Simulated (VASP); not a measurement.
```
Cs2PdCl4
1.0
    7.25784     0.00000     0.00000
    0.00000     7.25784     0.00000
    0.00000     0.00000     4.57953
Cs Pd Cl
2 1 4
Direct
  0.00000   0.50000   0.50000
  0.50000   0.00000   0.50000
  0.00000   0.00000   0.00000
  0.22100   0.22100   0.00000
  0.77900   0.22100   0.00000
  0.77900   0.77900   0.00000
  0.22100   0.77900   0.00000
```

All values below come from PBEsol GGA, VASP's PBE PAW potentials (set 64) (plane waves; VASP). Settings: 300 eV cut-off, 3×3×5 Γ-centred mesh, Gaussian smearing of 0.050 eV, potentials Cs_sv Pd Cl.

At this cut-off the stress carries a Pulay error, which pulls relaxed volumes low.

Give the force on each atom (eV/Å).

```csv
atom,Fx,Fy,Fz
Cs1,0.000,0.000,0.000
Cs2,0.000,0.000,0.000
Pd3,0.000,0.000,0.000
Cl4,0.219,0.219,0.000
Cl5,-0.219,0.219,0.000
Cl6,-0.219,-0.219,0.000
Cl7,0.219,-0.219,0.000
```

Give the stress tensor in GPa (positive for a compressed cell).

```
1.19  0.00  0.00
0.00  1.19  0.00
0.00  0.00  0.31
```
The pressure is its mean diagonal, 0.90 GPa.

The structure comes from a measured Cs2PdCl4 entry of the Crystallography Open Database, whose conditions weren't checked. The cell was not relaxed at this level.
